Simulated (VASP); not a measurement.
Input:

```yaml
crystal:
  lattice:
    - [0.00000, 2.16346, 2.16346]
    - [2.16346, 0.00000, 2.16346]
    - [2.16346, 2.16346, 0.00000]
  atoms:
    - { symbol: Ti, position: [0.00000, 0.00000, 0.00000] }
    - { symbol: C, position: [0.50000, 0.50000, 0.50000] }
```

Computed with SCAN meta-GGA, VASP's PBE PAW potentials (set 64) (plane waves; VASP 6.6.1). Settings: 520 eV cut-off, 16×16×16 Γ-centred mesh, tetrahedra with Blöchl corrections, potentials Ti_sv C.

Question: Tabulate the total density of states (states/eV per cell) against energy (eV; zero at the valence-band maximum or, without a gap, the Fermi level).

Answer: 
(E (eV), DOS (states/eV)): (-9.98, 0.54); (-9.86, 0.23); (-9.62, 0.00); (-9.50, 0.00); (-9.26, 0.00); (-9.14, 0.00); (-8.90, 0.00); (-8.78, 0.00); (-8.66, 0.00); (-8.42, 0.00); (-8.30, 0.00); (-8.06, 0.00); (-7.94, 0.00); (-7.82, 0.00); (-7.58, 0.00); (-7.46, 0.00); (-7.22, 0.00); (-7.10, 0.00); (-6.86, 0.00); (-6.74, 0.00); (-6.62, 0.00); (-6.38, 0.00); (-6.26, 0.00); (-6.02, 0.08); (-5.90, 0.13); (-5.78, 0.18); (-5.54, 0.28); (-5.42, 0.33); (-5.18, 0.45); (-5.06, 0.55); (-4.82, 0.84); (-4.70, 0.97); (-4.58, 1.03); (-4.34, 1.27); (-4.22, 1.34); (-3.98, 1.00); (-3.86, 1.00); (-3.74, 1.03); (-3.50, 0.50); (-3.38, 1.18); (-3.14, 2.67); (-3.02, 2.07); (-2.78, 2.56); (-2.66, 3.10); (-2.54, 2.48); (-2.30, 1.71); (-2.18, 1.52); (-1.94, 1.22); (-1.82, 1.13); (-1.70, 1.02); (-1.46, 0.80); (-1.34, 0.72); (-1.10, 0.60); (-0.98, 0.55); (-0.74, 0.46); (-0.62, 0.40); (-0.50, 0.31); (-0.26, 0.19); (-0.14, 0.20); (0.10, 0.25); (0.22, 0.27); (0.34, 0.30); (0.58, 0.37); (0.70, 0.41); (0.94, 0.58); (1.06, 0.64); (1.30, 0.71); (1.42, 0.76); (1.54, 0.82); (1.78, 0.94); (1.90, 1.00); (2.14, 1.15); (2.26, 1.24); (2.38, 1.36); (2.62, 1.78); (2.74, 1.91); (2.98, 2.12); (3.10, 3.36); (3.34, 2.58); (3.46, 1.84)
Within 2 eV below the Fermi level the largest weight inside VASP's projection spheres is Ti d, then C p.

The compound is TiC in the rock salt structure. It was relaxed first.
